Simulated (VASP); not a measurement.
Calculation: HSE06 screened hybrid, VASP's PBE PAW potentials (set 64) (plane waves; VASP).

The input files of a VASP run:

File KPOINTS:
```
Automatic mesh
0
Gamma
5 5 5
0 0 0
```

### POSCAR
```
PbSe
1
    0.0000000000     3.1356420000     3.1356420000
    3.1356420000     0.0000000000     3.1356420000
    3.1356420000     3.1356420000     0.0000000000
Pb Se
1 1
Direct
  0.0000000000   0.0000000000   0.0000000000
  0.5000000000   0.5000000000   0.5000000000
```

**INCAR**
```
AEXX  =  0.25
ALGO  =  Normal
EDIFF  =  1E-10
ENCUT  =  300
GGA  =  PE
HFSCREEN  =  0.2
ISIF  =  2
ISMEAR  =  -1
ISYM  =  3
LASPH  =  T
LCHARG  =  F
LHFCALC  =  T
LMAXMIX  =  4
LREAL  =  F
LWAVE  =  F
NELM  =  100
PREC  =  Accurate
PRECFOCK  =  Fast
SIGMA  =  0.05
SYSTEM  =  PbSe
```

POTCAR, in this order: Pb_d Se (PBE.64 set). Program: vasp_std.

Task: What will the output report for the number of irreducible k-points (NKPTS), largest plane-wave count, number of space-group operations, FFT grid (NGX, NGY, NGZ)?

Result: 
The number of irreducible k-points (NKPTS) comes out as 10, the largest plane-wave count is 739 and the number of space-group operations is 48. The FFT grid (NGX, NGY, NGZ) is 28 × 28 × 28.

The structure comes from a computed database's PbSe entry; how it stands against other phases isn't given here. The cell was not relaxed at this level. The run is one of a series of settings (EDIFF = 1E-10 against the base run), some of them coarse on purpose.
